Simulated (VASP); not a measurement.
Here is the system:

```yaml
crystal:
  lattice:
    - [4.48836, 0.00000, 0.00000]
    - [0.00000, 4.48836, 0.00000]
    - [0.00000, 0.00000, 4.48836]
  atoms:
    - { symbol: Ca, position: [0.00000, 0.00000, 0.00000] }
    - { symbol: Sr, position: [0.50000, 0.50000, 0.50000] }
```

Method: PBE GGA, VASP's PBE PAW potentials (set 64) (plane waves; VASP). Run with 300 eV cut-off, 10×10×10 Γ-centred mesh, Gaussian smearing of 0.10 eV, potentials Ca_sv Sr_sv.

Problem. Give the energies of bands 9 to 13 at the high-symmetry points, in eV from the Fermi level.

Solution. 
```
band      Γ      X      M     R
----  -----  -----  -----  ----
9     -3.96  -1.95  -1.19  0.07
10    -0.14  -1.84  -0.83  0.07
11    -0.14   1.25   0.20  0.07
12     2.34   1.38   0.20  0.63
13     2.34   2.12   1.27  0.63
```

It has no gap at this level: it comes out as a metal or semimetal.

The structure was generated: SrCa was put into an ordered model structure, which need not be its known phase. The cell was not relaxed at this level.
